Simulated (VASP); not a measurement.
Level of theory: PBEsol GGA, VASP's PBE PAW potentials (set 64) (plane waves; VASP).

A VASP calculation is set up with these files.

### INCAR
```
ALGO = Normal
EDIFF = 1E-7
ENCUT = 520
GGA = PS
ISIF = 2
ISMEAR = -5
LASPH = .True.
LCHARG = .True.
LMAXMIX = 4
LORBIT = 11
LREAL = .False.
LWAVE = .False.
NEDOS = 601
NELM = 100
PREC = Accurate
SYSTEM = NiAl
```

File KPOINTS:
```
Automatic mesh
0
Gamma
14 14 14
0 0 0
```

**POSCAR**
```
NiAl
1
    2.8643931936     0.0000000000     0.0000000000
    0.0000000000     2.8643931936     0.0000000000
    0.0000000000     0.0000000000     2.8643931936
Al Ni
1 1
Direct
  0.5000000000   0.5000000000   0.5000000000
  0.0000000000   0.0000000000   0.0000000000
```

POTCAR, in this order: Al Ni (PBE.64 set). Program: vasp_std.

The resulting files:

File OSZICAR:
```
       N       E                     dE             d eps       ncg     rms          rms(c)
DAV:   1     0.392420215710E+02    0.39242E+02   -0.58441E+03  2472   0.137E+03
DAV:   2    -0.119007110458E+02   -0.51143E+02   -0.48373E+02  2428   0.205E+02
DAV:   3    -0.132049098794E+02   -0.13042E+01   -0.12924E+01  2802   0.432E+01
DAV:   4    -0.132264303078E+02   -0.21520E-01   -0.21507E-01  2870   0.500E+00
DAV:   5    -0.132270510947E+02   -0.62079E-03   -0.62102E-03  2778   0.887E-01    0.128E+01
DAV:   6    -0.152210882790E+02   -0.19940E+01   -0.64867E+01  2698   0.140E+02    0.161E+01
DAV:   7    -0.116130870273E+02    0.36080E+01   -0.17866E+01  2638   0.825E+01    0.118E+00
DAV:   8    -0.116025247360E+02    0.10562E-01   -0.45177E-01  3006   0.865E+00    0.103E+00
DAV:   9    -0.115877902149E+02    0.14735E-01   -0.54966E-02  2812   0.381E+00    0.216E-01
DAV:  10    -0.115872471989E+02    0.54302E-03   -0.22633E-03  2806   0.776E-01    0.803E-02
DAV:  11    -0.115872468352E+02    0.36373E-06   -0.61255E-05  2782   0.780E-02    0.311E-02
DAV:  12    -0.115872443314E+02    0.25038E-05   -0.90635E-06  3000   0.554E-02    0.396E-03
DAV:  13    -0.115872440199E+02    0.31144E-06   -0.22381E-07  1694   0.493E-03    0.176E-03
DAV:  14    -0.115872440198E+02    0.10459E-09   -0.10275E-07  1336   0.282E-03
   1 F= -.11587244E+02 E0= -.11587244E+02  d E =0.000000E+00
```

OUTCAR:
```
------------------------ aborting loop because EDIFF is reached ----------------------------------------
  FORCE on cell =-STRESS in cart. coord.  units (eV):
  Direction    XX          YY          ZZ          XY          YZ          ZX
  --------------------------------------------------------------------------------------
  Total       -0.0433064     -0.0433064     -0.0433064      0.0000000      0.0000000     -0.0000000
  in kB       -2.9523261     -2.9523261     -2.9523261      0.0000000      0.0000000     -0.0000000
  external PRESSURE =      -2.9523261 kB  Pullay stress =       0.0000000 kB
  volume of cell :       23.50
      direct lattice vectors                 reciprocal lattice vectors
     2.864393194  0.000000000  0.000000000     0.349114082  0.000000000  0.000000000
     0.000000000  2.864393194  0.000000000     0.000000000  0.349114082  0.000000000
     0.000000000  0.000000000  2.864393194     0.000000000  0.000000000  0.349114082
 POSITION                                       TOTAL-FORCE (eV/Angst)
 -----------------------------------------------------------------------------------
      1.43220      1.43220      1.43220         0.000000      0.000000      0.000000
      0.00000      0.00000      0.00000         0.000000      0.000000      0.000000
 -----------------------------------------------------------------------------------
    total drift:                               -0.000000      0.000000      0.000000
  FREE ENERGIE OF THE ION-ELECTRON SYSTEM (eV)
  ---------------------------------------------------
  free  energy   TOTEN  =       -11.5872440198 eV

  energy  without entropy=      -11.5872440198  energy(sigma->0) =      -11.58724402

 total charge

# of ion       s       p       d       tot
------------------------------------------
    1        0.384   0.420   0.000   0.805
    2        0.487   0.535   8.487   9.509
--------------------------------------------------
tot          0.871   0.955   8.487  10.313
```
(Selected blocks of OUTCAR.)

OUTCAR:
```
 val. band max:       10.1393425279   @ k =   0.3571   0.2857   0.0714

 cond. band min:      10.1567172922   @ k =   0.5000   0.3571   0.3571


 Fermi energy:        10.1365454739

 k-point     1 :       0.0000    0.0000    0.0000
  band No.  band energies     occupation
      1      -1.1312      2.00000
      2       6.8076      2.00000
      3       6.8076      2.00000
      4       8.5507      2.00000
      5       8.5507      2.00000
      6       8.5507      2.00000
      7      15.6974      0.00000
      8      15.6974      0.00000
      9      15.6974      0.00000
     10      18.3296      0.00000

 k-point     2 :       0.0714    0.0000    0.0000
  band No.  band energies     occupation
      1      -1.0360      2.00000
      2       6.8011      2.00000
      3       6.8303      2.00000
      4       8.5088      2.00000
      5       8.5088      2.00000
      6       8.5552      2.00000
      7      14.7107      0.00000
      8      15.8231      0.00000
      9      15.8231      0.00000
     10      18.3340      0.00000

 k-point     3 :       0.1429    0.0000    0.0000
  band No.  band energies     occupation
      1      -0.7519      2.00000
      2       6.7573      2.00000
      3       6.8947      2.00000
      4       8.3957      2.00000
      5       8.3957      2.00000
      6       8.5677      2.00000
      7      13.0996      0.00000
      8      16.1883      0.00000
      9      16.1883      0.00000
     10      18.3467      0.00000

 k-point     4 :       0.2143    0.0000    0.0000
  band No.  band energies     occupation
      1      -0.2831      2.00000
      2       6.5938      2.00000
      3       6.9898      2.00000
      4       8.2421      2.00000
      5       8.2421      2.00000
      6       8.5860      2.00000
      7      11.6029      0.00000
      8      16.7640      0.00000
      9      16.7640      0.00000
     10      18.3669      0.00000

 k-point     5 :       0.2857    0.0000    0.0000
...
```

For a metal the tetrahedron method with Blöchl corrections gives inexact stress and forces.

The compound is NiAl in the CsCl type structure. It was relaxed first. The run is not spin-polarised, so no magnetic state was tried. The electron count is odd and the run is not spin-polarised, which forces a metal.
